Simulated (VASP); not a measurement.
Output of a VASP run:

**OSZICAR**
```
       N       E                     dE             d eps       ncg     rms          rms(c)
DAV:   1     0.124873938852E+03    0.12487E+03   -0.96854E+03  2972   0.168E+03
DAV:   2    -0.359344922067E+02   -0.16081E+03   -0.15676E+03  3054   0.461E+02
DAV:   3    -0.522171438156E+02   -0.16283E+02   -0.15786E+02  5185   0.130E+02
DAV:   4    -0.529070686941E+02   -0.68992E+00   -0.67049E+00  3894   0.260E+01
DAV:   5    -0.529416316909E+02   -0.34563E-01   -0.34597E-01  4116   0.466E+00    0.179E+01
DAV:   6    -0.225267043200E+02    0.30415E+02   -0.29020E+01  3962   0.501E+01    0.868E+00
DAV:   7    -0.269071066037E+02   -0.43804E+01   -0.17884E+01  4179   0.563E+01    0.446E+00
DAV:   8    -0.255310498711E+02    0.13761E+01   -0.29179E+00  3696   0.230E+01    0.379E+00
DAV:   9    -0.265070726214E+02   -0.97602E+00   -0.13935E+00  3602   0.175E+01    0.171E+00
DAV:  10    -0.264900990861E+02    0.16974E-01   -0.23751E+00  3919   0.115E+01    0.121E+00
DAV:  11    -0.265242801136E+02   -0.34181E-01   -0.89072E-02  3112   0.280E+00    0.122E+00
DAV:  12    -0.265214721797E+02    0.28079E-02   -0.53234E-03  3487   0.760E-01    0.118E+00
DAV:  13    -0.265418960622E+02   -0.20424E-01   -0.60004E-01  3859   0.649E+00    0.311E-01
DAV:  14    -0.265447532710E+02   -0.28572E-02   -0.19921E-02  3114   0.170E+00    0.185E-01
DAV:  15    -0.265450154780E+02   -0.26221E-03   -0.13575E-03  4283   0.229E-01    0.140E-01
DAV:  16    -0.265449212867E+02    0.94191E-04   -0.31183E-04  4167   0.194E-01    0.766E-02
DAV:  17    -0.265450283405E+02   -0.10705E-03   -0.92286E-05  3984   0.115E-01    0.388E-02
DAV:  18    -0.265450376821E+02   -0.93416E-05   -0.59092E-06  3257   0.274E-02    0.261E-02
DAV:  19    -0.265450514139E+02   -0.13732E-04   -0.16357E-05  3294   0.348E-02    0.659E-03
DAV:  20    -0.265450589998E+02   -0.75859E-05   -0.31583E-06  3880   0.157E-02    0.972E-04
DAV:  21    -0.265450597642E+02   -0.76439E-06   -0.14470E-07  2233   0.445E-03    0.559E-04
DAV:  22    -0.265450598491E+02   -0.84923E-07   -0.66227E-08  1626   0.305E-03
   1 F= -.26545060E+02 E0= -.26544797E+02  d E =-.265451E+02
       N       E                     dE             d eps       ncg     rms          rms(c)
DAV:   1    -0.265458248832E+02   -0.76512E-03   -0.33567E-02  3214   0.297E+00    0.176E-01
DAV:   2    -0.265453649285E+02    0.45995E-03   -0.18536E-03  3129   0.450E-01    0.999E-02
DAV:   3    -0.265453536661E+02    0.11262E-04   -0.19201E-04  3315   0.205E-01    0.339E-02
DAV:   4    -0.265453291254E+02    0.24541E-04   -0.74202E-05  3499   0.107E-01    0.522E-03
DAV:   5    -0.265453266782E+02    0.24471E-05   -0.20450E-05  3113   0.613E-02    0.513E-03
DAV:   6    -0.265453311919E+02   -0.45137E-05   -0.90748E-06  3004   0.399E-02    0.171E-03
DAV:   7    -0.265453312042E+02   -0.12247E-07   -0.91451E-07  3300   0.121E-02
   2 F= -.26545331E+02 E0= -.26545061E+02  d E =-.271355E-03
```

File OUTCAR:
```
------------------------ aborting loop because EDIFF is reached ----------------------------------------
  FORCE on cell =-STRESS in cart. coord.  units (eV):
  Direction    XX          YY          ZZ          XY          YZ          ZX
  --------------------------------------------------------------------------------------
  Total       -1.1982348     -1.1982348     -1.1931910      0.0000000     -0.0000000     -0.0000000
  in kB      -73.7361364    -73.7361379    -73.4257538      0.0000000     -0.0000000     -0.0000000
  external PRESSURE =     -73.6326760 kB  Pullay stress =       0.0000000 kB
  volume of cell :       26.04
      direct lattice vectors                 reciprocal lattice vectors
     1.524331789 -2.640220131 -0.000000000     0.328012578 -0.189378148  0.000000000
     1.524331789  2.640220131  0.000000000     0.328012578  0.189378148 -0.000000000
    -0.000000000  0.000000000  3.234614285     0.000000000 -0.000000000  0.309155872
 POSITION                                       TOTAL-FORCE (eV/Angst)
 -----------------------------------------------------------------------------------
      1.52433     -2.64022     -0.00000        -0.000000     -0.000000     -0.000000
      1.52433      0.88008      1.61731         0.000000      0.000000      0.000000
      1.52433     -0.88008      1.61731         0.000000     -0.000000      0.000000
 -----------------------------------------------------------------------------------
    total drift:                                0.000000     -0.000000     -0.000000
  FREE ENERGIE OF THE ION-ELECTRON SYSTEM (eV)
  ---------------------------------------------------
  free  energy   TOTEN  =       -26.5453312042 eV

  energy  without entropy=      -26.5445208839  energy(sigma->0) =      -26.54506110

 reached required accuracy - stopping structural energy minimisation
```
(Selected blocks of OUTCAR.)

### POSCAR
```
TiB2
1
    1.5261506320    -2.6433704614     0.0000000000
    1.5261506320     2.6433704614     0.0000000000
    0.0000000000     0.0000000000     3.2269089490
Ti B
1 2
Direct
  0.0000000000   0.0000000000   0.0000000000
  0.3333330000   0.6666670000   0.5000000000
  0.6666670000   0.3333330000   0.5000000000
```

Reconstruct the remaining input files.

One answer among several that fit: the input of the run itself, revTPSS meta-GGA, plane waves, VASP's PBE PAW potentials (set 64).

**INCAR**
```
# general
SYSTEM  = TiB2
PREC    = Accurate
ENCUT   = 520
LREAL   = .FALSE.
LASPH   = .TRUE.

# electronic loop
EDIFF   = 1E-7
NELM    = 100
ALGO    = Normal
LMAXMIX = 4
LMIXTAU = .TRUE.

# smearing
ISMEAR  = 1
SIGMA   = 0.1

# functional
METAGGA = RTPSS

# ions
IBRION  = 2
NSW     = 30
ISIF    = 4
EDIFFG  = -0.01

# output
LWAVE   = .FALSE.
LCHARG  = .FALSE.
```

### KPOINTS
```
Automatic mesh
0
Gamma
12 12 10
0 0 0
```

POTCAR, in this order: Ti_sv B (PBE.64 set). Program: vasp_std.

The compound is TiB2 in the AlB2 type structure. This cell is one point of a volume scan, at 1.03 of the reference volume. Symmetry was kept, so distortions that lower it aren't found.
